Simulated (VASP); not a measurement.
Runs of VASP 6.6.1 on Ba. The structure is cubic, space group Im-3m (No. 229). Conventional cell: a = 5.025 Å, b = 5.025 Å, c = 5.025 Å, α = 90.00°, β = 90.00°, γ = 90.00°. Ba (site symmetry m-3m) is surrounded by 8 Ba at 4.35 Å. 

| level | cutoff (eV) | gap on the mesh (eV) | pressure (GPa) | relaxed volume (Å³/atom) |
| --- | --- | --- | --- | --- |
| RPBE | 600 | none | 0.0 | 68.78 |
| PBE+D3(BJ) | 600 | none | 0.0 | (a) |
| PBEsol | 580 | none | 0.0 | 58.48 |
| PBEsol | 480 | none | 0.0 | 58.49 |
| PBEsol | 300 | none | 0.0 | (b) |

Alike in all rows: task relaxation of cell and atoms; potentials or basis VASP PAW PBE potentials, release 64 (Ba_sv); no spin polarisation; cell relaxed; k mesh 12 × 12 × 12; smearing gaussian 0.1 eV.

**Question.** Fill in the values left out.

**Answer.** (a) 60.03; (b) 58.46.

Caveats: the PAW data sets were made with another functional, which shifts forces and pressure a little (some runs); pairwise dispersion overbinds metals, which lowers pressure and volume (some runs).

A k mesh can miss the band edges, and the runs leave out spin-orbit coupling on Ba.

A gap of «none» marks a metal or a gap under the smearing width.

Not every run made on this cell is shown here.
